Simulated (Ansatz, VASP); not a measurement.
## NaH44C22S6NO16F2: VASP beside Ansatz

One calculation is typed for both programs; each brings its own data sets. How far apart do they land? The cell is taken from a series of runs on this material, whose earlier steps may have relaxed, scaled, displaced or heated it; both programs get it as it stands.

Method: plane waves, with VASP 6.6.1 beside it; single point at PBE with D3(BJ), in Ansatz 0.2.0.

## 1. Starting point

The cell holds 184 atoms: 32 O, 12 S, 44 C, 88 H, 2 N, 4 F and 2 Na. Its edges and angles: a = 12.737 Å, b = 12.737 Å, c = 12.737 Å, α = 90.0°, β = 90.0°, γ = 90.0°.

## 2. VASP: single point, PBE with D3(BJ)

With cell and atoms fixed, the geometry can't cause a difference; cores, projectors, grids and the points listed under the comparison can.

Lines of VASP's logs that name or quote its potential files are left out, and so is its time.

Input file INCAR:

```
SYSTEM = NaH44C22S6NO16F2
PREC = Accurate
ENCUT = 600
EDIFF = 1E-06
NELM = 120
ISMEAR = 0
SIGMA = 0.025
LREAL = Auto
ALGO = Normal
GGA = PE
IVDW = 12
NBANDS = 418
LORBIT = 11
LWAVE = .FALSE.
LCHARG = .FALSE.
ISIF = 2
LASPH = .TRUE.
GGA_COMPAT = .FALSE.
EFERMI = MIDGAP
```

Input file POSCAR:

```
NaH44C22S6NO16F2
1.0
   12.7373300000      0.0000000000      0.0000000000
    0.0000000000     12.7373300000      0.0000000000
    0.0000000000      0.0000000000     12.7373300000
O S C H N F Na
32 12 44 88 2 4 2
Direct
    0.6534800000      0.0124000000      0.1033600000
    0.4861300000      0.9041500000      0.0889900000
    0.4369500000      0.1800500000      0.2044700000
    0.3583100000      0.0286300000      0.3098000000
    0.7163000000      0.2757900000      0.0095900000
    0.9027400000      0.3419400000      0.9786800000
    0.3645100000      0.7957000000      0.4244300000
    0.4691400000      0.9195200000      0.5436400000
    0.1852400000      0.6201900000      0.9995200000
    0.2191500000      0.5610100000      0.1852600000
    0.5812700000      0.7464400000      0.3169300000
    0.4317700000      0.6851900000      0.2054200000
    0.7016900000      0.6785200000      0.9947100000
    0.8373900000      0.5892800000      0.1055000000
    0.7867000000      0.4653600000      0.7173100000
    0.6755000000      0.3998200000      0.5659000000
    0.0368600000      0.3902300000      0.4880200000
    0.8936100000      0.4808800000      0.4158800000
    0.0212700000      0.7511600000      0.2960600000
    0.1677700000      0.8581400000      0.2928800000
    0.2396100000      0.8706100000      0.0799300000
    0.3007800000      0.9156300000      0.9120100000
    0.8300300000      0.8282400000      0.5406400000
    0.6896800000      0.7117500000      0.5141900000
    0.8484400000      0.2243800000      0.7283400000
    0.7921000000      0.0592300000      0.8034800000
    0.0304800000      0.0481800000      0.4994800000
    0.8577400000      0.1231700000      0.4730100000
    0.2512000000      0.5105600000      0.7883300000
    0.0691600000      0.4827500000      0.7637100000
[... 148 atom lines left out ...]
    0.7241500000      0.1126600000      0.6365300000
    0.9843100000      0.2022300000      0.5747600000
    0.1679900000      0.5833600000      0.6416500000
    0.1896000000      0.2013600000      0.6030800000
    0.3490500000      0.8532000000      0.2382700000
    0.9329000000      0.3796600000      0.7799200000
```

Input file KPOINTS:

```
Automatic mesh
0
Gamma
1 1 1
0 0 0
```

The projector-augmented-wave data sets are O, S, C, H, N, F and Na_pv (PBE family, release 64).

The run is started by

```bash
export OMP_NUM_THREADS=3
mpirun -np 1 vasp_gam
```

Numbers of over 12 decimals in the logs are rounded to 6 here.

What it wrote:

```text
[banner, memory and clock lines left out]
running    1 mpi-ranks, on    1 nodes
[...]
Offloading initialized ...    1 GPUs detected
[...]
LDA part: xc-table for (Slater+PW92), standard interpolation
 POSCAR, INCAR and KPOINTS ok, starting setup
[...]
entering main loop
       N       E                     dE             d eps       ncg     rms          rms(c)
DAV:   1     0.531803990926E+04    0.53180E+04   -0.33538E+05   844   0.147E+03
DAV:   2    -0.488239482413E+03   -0.58063E+04   -0.54936E+04  1036   0.336E+02
DAV:   3    -0.110255389019E+04   -0.61431E+03   -0.60683E+03  1006   0.121E+02
DAV:   4    -0.112331891158E+04   -0.20765E+02   -0.20619E+02  1112   0.259E+01
[...]
DAV:  19    -0.101214415734E+04    0.38428E-05   -0.33420E-06   912   0.485E-03    0.757E-03
DAV:  20    -0.101214415422E+04    0.31196E-05   -0.36633E-06   928   0.683E-03    0.314E-03
DAV:  21    -0.101214415409E+04    0.12327E-06   -0.26539E-06   928   0.309E-03
   1 F= -.10232863E+04 E0= -.10232863E+04  d E =0.000000E+00
```

OUTCAR, selected parts (step 2):

```text
  FREE ENERGIE OF THE ION-ELECTRON SYSTEM (eV)
  ---------------------------------------------------
  free  energy   TOTEN  =     -1023.2863481757 eV

  energy  without entropy=    -1023.2863481757  energy(sigma->0) =    -1023.28634818
```

The run ends at a pressure of 3.19 GPa, with forces up to 6.8 eV/Å.

## 3. Ansatz: single point, PBE with D3(BJ)

Ansatz runs on its default PAW (the set named soft_2) files.

The same cell, functional, mesh and smearing now go to Ansatz, which takes its cutoff from its data sets.

Input file input.yaml:

```yaml
crystal:
  lattice:
    - [12.73733, 0.0, 0.0]
    - [0.0, 12.73733, 0.0]
    - [0.0, 0.0, 12.73733]
  atoms:
    - { symbol: O, position: [0.65348, 0.0124, 0.10336] }
    - { symbol: S, position: [0.56209, 0.97577, 0.04489] }
    - { symbol: O, position: [0.48613, 0.90415, 0.08899] }
    - { symbol: C, position: [0.5021, 0.08693, 0.98691] }
    - { symbol: C, position: [0.5431, 0.09837, 0.87476] }
    - { symbol: C, position: [0.55514, 0.98771, 0.83029] }
    - { symbol: C, position: [0.60684, 0.92356, 0.92164] }
    - { symbol: H, position: [0.41845, 0.0653, 0.98562] }
    - { symbol: H, position: [0.51503, 0.15325, 0.03118] }
    - { symbol: H, position: [0.491, 0.14616, 0.82666] }
    - { symbol: H, position: [0.61644, 0.14354, 0.87493] }
    - { symbol: H, position: [0.59856, 0.98682, 0.75582] }
    - { symbol: H, position: [0.47947, 0.95758, 0.80781] }
    - { symbol: H, position: [0.57706, 0.84537, 0.91594] }
    - { symbol: H, position: [0.69458, 0.92019, 0.92284] }
    - { symbol: O, position: [0.43695, 0.18005, 0.20447] }
    - { symbol: S, position: [0.43091, 0.12064, 0.30138] }
    - { symbol: O, position: [0.35831, 0.02863, 0.3098] }
    - { symbol: C, position: [0.55401, 0.07678, 0.34811] }
    - { symbol: C, position: [0.58197, 0.15861, 0.43469] }
    - { symbol: C, position: [0.48704, 0.19794, 0.49015] }
    - { symbol: C, position: [0.40483, 0.21769, 0.39932] }
    - { symbol: H, position: [0.53827, 0.99893, 0.37461] }
    - { symbol: H, position: [0.62105, 0.06928, 0.2943] }
    - { symbol: H, position: [0.63971, 0.11959, 0.48604] }
    - { symbol: H, position: [0.61501, 0.22045, 0.39432] }
    - { symbol: H, position: [0.50562, 0.27194, 0.53248] }
    - { symbol: H, position: [0.45077, 0.14395, 0.54333] }
    - { symbol: H, position: [0.3292, 0.2023, 0.4329] }
    - { symbol: H, position: [0.42566, 0.29905, 0.36845] }
    - { symbol: O, position: [0.7163, 0.27579, 0.00959] }
    - { symbol: S, position: [0.82716, 0.2804, 0.0355] }
    - { symbol: O, position: [0.90274, 0.34194, 0.97868] }
    - { symbol: C, position: [0.84474, 0.29725, 0.17016] }
    - { symbol: C, position: [0.92862, 0.21784, 0.18953] }
    - { symbol: C, position: [0.88418, 0.11438, 0.13708] }
    - { symbol: C, position: [0.8699, 0.14545, 0.02901] }
    - { symbol: H, position: [0.86692, 0.38132, 0.18588] }
    - { symbol: H, position: [0.77449, 0.27609, 0.21438] }
    - { symbol: H, position: [0.00284, 0.23515, 0.14992] }
    - { symbol: H, position: [0.94726, 0.20469, 0.2704] }
    - { symbol: H, position: [0.80845, 0.08436, 0.17334] }
    - { symbol: H, position: [0.93472, 0.0436, 0.12952] }
    - { symbol: H, position: [0.9443, 0.13722, 0.9899] }
    - { symbol: H, position: [0.8152, 0.09715, 0.98644] }
    - { symbol: O, position: [0.36451, 0.7957, 0.42443] }
    - { symbol: S, position: [0.3741, 0.85907, 0.51884] }
    - { symbol: O, position: [0.46914, 0.91952, 0.54364] }
    - { symbol: C, position: [0.26472, 0.94196, 0.53605] }
    - { symbol: C, position: [0.21868, 0.91913, 0.6428] }
    - { symbol: C, position: [0.23565, 0.80328, 0.6605] }
    - { symbol: C, position: [0.3469, 0.7741, 0.62886] }
    - { symbol: H, position: [0.29, 0.02808, 0.52725] }
    - { symbol: H, position: [0.20972, 0.93293, 0.47698] }
    - { symbol: H, position: [0.26517, 0.94946, 0.70964] }
    - { symbol: H, position: [0.13404, 0.94224, 0.64868] }
    - { symbol: H, position: [0.17816, 0.75903, 0.61266] }
    - { symbol: H, position: [0.21886, 0.78052, 0.74353] }
[... 2 lines left out ...]
    - { symbol: O, position: [0.18524, 0.62019, 0.99952] }
    - { symbol: S, position: [0.22506, 0.54022, 0.0768] }
    - { symbol: O, position: [0.21915, 0.56101, 0.18526] }
    - { symbol: C, position: [0.15308, 0.43036, 0.04956] }
    - { symbol: C, position: [0.23343, 0.34525, 0.07037] }
    - { symbol: C, position: [0.32729, 0.37444, 0.00748] }
    - { symbol: C, position: [0.34356, 0.49011, 0.03844] }
[... 8 lines left out ...]
    - { symbol: O, position: [0.58127, 0.74644, 0.31693] }
    - { symbol: S, position: [0.51984, 0.66357, 0.27236] }
    - { symbol: O, position: [0.43177, 0.68519, 0.20542] }
    - { symbol: C, position: [0.6052, 0.58278, 0.20785] }
    - { symbol: C, position: [0.60021, 0.47855, 0.25787] }
    - { symbol: C, position: [0.57126, 0.49716, 0.37381] }
    - { symbol: C, position: [0.48632, 0.57583, 0.36886] }
[... 8 lines left out ...]
    - { symbol: O, position: [0.70169, 0.67852, 0.99471] }
    - { symbol: S, position: [0.80982, 0.66922, 0.03125] }
    - { symbol: O, position: [0.83739, 0.58928, 0.1055] }
    - { symbol: C, position: [0.88755, 0.66011, 0.91112] }
    - { symbol: C, position: [0.91682, 0.77683, 0.89364] }
    - { symbol: C, position: [0.94185, 0.82015, 0.00346] }
    - { symbol: C, position: [0.85375, 0.79112, 0.07629] }
[... 8 lines left out ...]
    - { symbol: O, position: [0.7867, 0.46536, 0.71731] }
    - { symbol: S, position: [0.68657, 0.43555, 0.67224] }
    - { symbol: O, position: [0.6755, 0.39982, 0.5659] }
    - { symbol: C, position: [0.62163, 0.33872, 0.75236] }
    - { symbol: C, position: [0.51472, 0.37733, 0.76425] }
[... 12 lines left out ...]
    - { symbol: O, position: [0.03686, 0.39023, 0.48802] }
[... 1 line left out ...]
    - { symbol: O, position: [0.89361, 0.48088, 0.41588] }
[... 7 lines left out ...]
    - { symbol: C, position: [0.98827, 0.84954, 0.32592] }
    - { symbol: O, position: [0.02127, 0.75116, 0.29606] }
    - { symbol: C, position: [0.13003, 0.75766, 0.27223] }
    - { symbol: O, position: [0.16777, 0.85814, 0.29288] }
[... 6 lines left out ...]
    - { symbol: C, position: [0.23086, 0.98964, 0.94291] }
    - { symbol: C, position: [0.2266, 0.9788, 0.06087] }
    - { symbol: O, position: [0.23961, 0.87061, 0.07993] }
    - { symbol: C, position: [0.28662, 0.83067, 0.98787] }
    - { symbol: O, position: [0.30078, 0.91563, 0.91201] }
[... 4 lines left out ...]
    - { symbol: H, position: [0.22731, 0.78709, 0.94895] }
    - { symbol: H, position: [0.35653, 0.78798, 0.00403] }
    - { symbol: C, position: [0.78491, 0.663, 0.48383] }
    - { symbol: C, position: [0.85958, 0.71688, 0.55143] }
    - { symbol: O, position: [0.83003, 0.82824, 0.54064] }
    - { symbol: C, position: [0.71758, 0.81913, 0.52082] }
    - { symbol: O, position: [0.68968, 0.71175, 0.51419] }
    - { symbol: H, position: [0.77547, 0.58078, 0.51337] }
    - { symbol: H, position: [0.79747, 0.67419, 0.40247] }
    - { symbol: H, position: [0.93527, 0.69923, 0.5145] }
    - { symbol: H, position: [0.85261, 0.69178, 0.63338] }
    - { symbol: H, position: [0.7035, 0.8595, 0.44982] }
    - { symbol: H, position: [0.67084, 0.85, 0.58537] }
    - { symbol: "N", position: [0.90418, 0.04527, 0.65105] }
    - { symbol: S, position: [0.82798, 0.11234, 0.70922] }
    - { symbol: O, position: [0.84844, 0.22438, 0.72834] }
    - { symbol: O, position: [0.7921, 0.05923, 0.80348] }
    - { symbol: F, position: [0.72415, 0.11266, 0.63653] }
    - { symbol: S, position: [0.93884, 0.09207, 0.5471] }
    - { symbol: O, position: [0.03048, 0.04818, 0.49948] }
    - { symbol: O, position: [0.85774, 0.12317, 0.47301] }
    - { symbol: F, position: [0.98431, 0.20223, 0.57476] }
    - { symbol: "N", position: [0.19368, 0.39092, 0.63656] }
    - { symbol: S, position: [0.17161, 0.48222, 0.71463] }
    - { symbol: O, position: [0.2512, 0.51056, 0.78833] }
    - { symbol: O, position: [0.06916, 0.48275, 0.76371] }
    - { symbol: F, position: [0.16799, 0.58336, 0.64165] }
    - { symbol: S, position: [0.19776, 0.28144, 0.69524] }
    - { symbol: O, position: [0.29697, 0.24868, 0.745] }
    - { symbol: O, position: [0.1023, 0.26312, 0.75329] }
    - { symbol: F, position: [0.1896, 0.20136, 0.60308] }
    - { symbol: Na, position: [0.34905, 0.8532, 0.23827] }
    - { symbol: Na, position: [0.9329, 0.37966, 0.77992] }
kpoints:
  mp_grid: { grid: [1, 1, 1] }
hamiltonian:
  xc: pbe
  dispersion: d3bj
scf:
  occupations: { method: gaussian, width: 0.025 }
output:
  forces: true
  stress: true
```

The run is started by

```bash
ansatz run input.yaml --threads 4 --pin off --max-ram 8192MiB --backend cpu --events-out ev --progress --plain --runs-dir out
```

What it wrote:

```text
Engine: ansatz 0.2.0, aarch64-unknown-linux-gnu
Pseudopotentials: kind: paw
Pseudopotential: O, paw, valence charge 6, recommended cutoff 420 eV (normal), O.paw.azcp
Pseudopotential: S, paw, valence charge 6, recommended cutoff 420 eV (normal), S.paw.azcp
Pseudopotential: C, paw, valence charge 4, recommended cutoff 420 eV (normal), C.paw.azcp
Pseudopotential: H, paw, valence charge 1, recommended cutoff 420 eV (normal), H.paw.azcp
Pseudopotential: N, paw, valence charge 5, recommended cutoff 420 eV (normal), N.paw.azcp
Pseudopotential: F, paw, valence charge 7, recommended cutoff 420 eV (normal), F.paw.azcp
Pseudopotential: Na, paw, valence charge 9, recommended cutoff 420 eV (normal), Na.paw.azcp
Functional definition: PBE
  parameter kappa = 0.804
  parameter beta = 0.066725
  exchange = pbe_x(kappa = kappa, mu = beta*pi^2/3)
  correlation = pbe_c(beta = beta)
Crystal: 184 atoms, lattice volume = 2066.499 Å³
Basis set: ecut = 420 eV, 40483 PW (Γ), exchange–correlation on 180×180×180 points (8 copies of the dense FFT grid, shifted against one another)
Bands: 476, of which v1, the nominal top of the filled ones, is band 292 counted from 1 (291 counted from 0)
Symmetry: 1 space group operations
Space group: P1 (ITA 1), of the structure as read, at distance tolerance 1.3e-4 Å
k-points: 1
Non-local potential: O, projectors of the file, l = 0: 2, l = 1: 2, l = 2: 1
Non-local potential: S, projectors of the file, l = 0: 2, l = 1: 2, l = 2: 2
Non-local potential: C, projectors of the file, l = 0: 2, l = 1: 2, l = 2: 1
Non-local potential: H, projectors of the file, l = 0: 2, l = 1: 1
Non-local potential: N, projectors of the file, l = 0: 2, l = 1: 2, l = 2: 1
Non-local potential: F, projectors of the file, l = 0: 2, l = 1: 2, l = 2: 1
Non-local potential: Na, projectors of the file, l = 0: 3, l = 1: 2, l = 2: 1
PAW form: soft (Blöchl's): semilocal exchange-correlation on the pseudo side does not see the compensation charge
PAW one-centre angular grid: O, 110 points (default); XC on 64 Gauss nodes
PAW one-centre angular grid: S, 110 points (default); XC on 64 Gauss nodes
PAW one-centre angular grid: C, 110 points (default); XC on 64 Gauss nodes
PAW one-centre angular grid: H, 110 points (default); XC on 64 Gauss nodes
PAW one-centre angular grid: N, 110 points (default); XC on 64 Gauss nodes
PAW one-centre angular grid: F, 110 points (default); XC on 64 Gauss nodes
PAW one-centre angular grid: Na, 110 points (default); XC on 64 Gauss nodes
Initial density: superposition of atomic densities (neutral atoms: chi_scale 0, normalization atom), corrected by the library's trained network
Initial wavefunctions: pseudopotential atomic-orbital guess
Functional: x = pbe(κ = 0.804, μ = 0.219515), c = pbe(β = 0.066725)
SCF iter   1: F=—  HF=-48389.318437 eV  |F-HF|=—  |Δ(HF+E_count)|=         —  Δρ=7.10e-3  dr2=1.65e0  ethr=1.77e-3  ⟨swp⟩=6.0  Hψ=2308  notcnv=0  defer=58
preconditioner: auto → Resta (q_TF=auto, 2.210 Å⁻¹)  ε∞=2.5  [insulator: Δε(μ)=4.520 eV  Ē_g=15.953 eV  σ=0.025 eV  W_gap=1.00  n_scr=388 (ndim 8)  ℏωp=19.3 eV  f_vac=0.261  D(μ)=0.00/eV (n_scr^D=0)  ε∞_Penn≈2.5]
SCF iter   2: F=—  HF=-48388.823854 eV  |F-HF|=—  |Δ(HF+E_count)|=   4.95e-1  Δρ=3.82e-3  dr2=3.46e-1  ethr=2.82e-4  ⟨swp⟩=3.0  Hψ=840  notcnv=0  defer=178
SCF iter   3: F=—  HF=-48388.764572 eV  |F-HF|=—  |Δ(HF+E_count)|=   5.93e-2  Δρ=1.64e-3  dr2=1.07e-1  ethr=5.93e-5  ⟨swp⟩=3.0  Hψ=593  notcnv=0  defer=41
automatic band count: iteration 3 solves 339 bands in place of 476: the levels show a gap, and the empty bands left out lie too high to hold charge; the band table lists the bands solved (type scf.n_extra_bands for more)
SCF iter   4: F=—  HF=-48388.734624 eV  |F-HF|=—  |Δ(HF+E_count)|=   2.99e-2  Δρ=6.96e-4  dr2=1.32e-2  ethr=1.83e-5  ⟨swp⟩=2.0  Hψ=561  notcnv=0  defer=42
SCF iter   5: F=—  HF=-48388.731710 eV  |F-HF|=—  |Δ(HF+E_count)|=   2.91e-3  Δρ=3.85e-4  dr2=3.05e-3  ethr=2.26e-6  ⟨swp⟩=2.0  Hψ=588  notcnv=0  defer=42
SCF iter   6: F=—  HF=-48388.731260 eV  |F-HF|=—  |Δ(HF+E_count)|=   4.50e-4  Δρ=1.87e-4  dr2=6.58e-4  ethr=5.22e-7  ⟨swp⟩=2.0  Hψ=583  notcnv=0  defer=42
SCF iter   7: F=—  HF=-48388.731167 eV  |F-HF|=—  |Δ(HF+E_count)|=   9.29e-5  Δρ=5.08e-5  dr2=5.05e-5  ethr=1.13e-7  ⟨swp⟩=2.0  Hψ=581  notcnv=0  defer=42
SCF iter   8: F=—  HF=-48388.731374 eV  |F-HF|=—  |Δ(HF+E_count)|=   2.07e-4  Δρ=2.33e-5  dr2=1.04e-5  ethr=8.64e-9  ⟨swp⟩=2.0  Hψ=623  notcnv=0  defer=42
SCF iter   9: F=—  HF=-48388.731374 eV  |F-HF|=—  |Δ(HF+E_count)|=   4.87e-7  Δρ=6.57e-6  dr2=9.00e-7  ethr=1.78e-9  ⟨swp⟩=2.0  Hψ=579  notcnv=0  defer=42
SCF iter  10: F=—  HF=-48388.731375 eV  |F-HF|=—  |Δ(HF+E_count)|=   4.18e-7  Δρ=3.58e-6  dr2=2.56e-7  ethr=1.54e-10  ⟨swp⟩=2.0  Hψ=575  notcnv=0  defer=42
[...]
atom  23  H     -0.16560877    -0.85137710     0.81218169
  atom  24  H     -0.57572959     0.31353988    -0.57156415
  atom  25  H     -0.01070817     0.50767440    -0.12574694
  atom  26  H      1.46183427     2.00746301    -0.99466155
  atom  27  H     -0.26743733    -0.36310878    -0.20873145
  atom  28  H      0.00716551    -0.71099018     0.72118300
  atom  29  H     -1.03748117     0.52766512    -0.21816223
  atom  30  H     -1.01621756    -1.26061299    -0.02553957
  atom  31  O     -0.62682338     1.05504821    -0.34473846
  atom  32  S     -1.37581899    -2.36281526    -0.99396834
  atom  33  O      0.75793243     1.57457101    -1.02551464
  atom  34  C      0.56882387     1.51160506     1.03903300
  atom  35  C      0.57389303    -2.26280252     0.14188141
  atom  36  C     -0.12259524    -1.05304542     2.18387228
  atom  37  C     -0.41015506     0.29188065    -1.44871359
  atom  38  H     -0.21913135    -0.78977826    -0.16492608
  atom  39  H     -0.27923342     0.07917735    -0.12246545
  atom  40  H      0.11479233     0.31816441    -0.11874541
  atom  41  H     -0.01830789     0.08649483     0.98976297
  atom  42  H      0.90032613     0.69019651    -0.19179494
  atom  43  H      0.21940139     0.46597854     0.97271476
  atom  44  H      0.63439125     0.52232286    -0.63837923
  atom  45  H     -0.66835273     0.05857010    -0.42890041
  atom  46  O      0.14608397    -0.02901027    -0.92022471
[...]
atom 177  O     -0.89298945    -0.09631594    -0.35169627
  atom 178  F     -0.07070664    -0.43172966    -1.06234729
  atom 179  S      0.95066155    -1.51436429     1.84339105
  atom 180  O     -1.10054592     0.99162790    -0.66606446
  atom 181  O     -0.30259095    -0.08005032     0.69199975
  atom 182  F      0.17005614    -0.09228591    -1.39398928
  atom 183  Na     0.16002364     0.03819644     0.05363972
  atom 184  Na    -0.08260235    -0.48707263     0.13968056
  max |Σ_I F_I| component: 1.05e-4 eV/Å
--- Stress (GPa, compression-positive) ---
        4.190342      -0.343519      -0.560125
       -0.343518       3.114749       0.350563
       -0.560125       0.350563       3.499563
  P = ⅓ Tr σ = 3.6016 GPa (36.016 kbar)
```

The column dr2 measures how far the density is from self-consistency, as an energy; F and HF (Harris–Foulkes) agree once it is small.

The run ends at a pressure of 3.60 GPa, with forces up to 6.9 eV/Å.

(Part 1 of 2 ends here.)

[Lines on the potential files, build, host, timing and source positions are cut from VASP's logs without a mark.]

[Logs are printed without paths, hosts, clocks, repeated set-up lines and the standing remarks that a program may print on its own settings, such as how far it seeks lower states.]

[Hosts, paths, dates, database ids (printed as entryN), source tags and the programs' standing remarks are cut or masked in the printed files.]
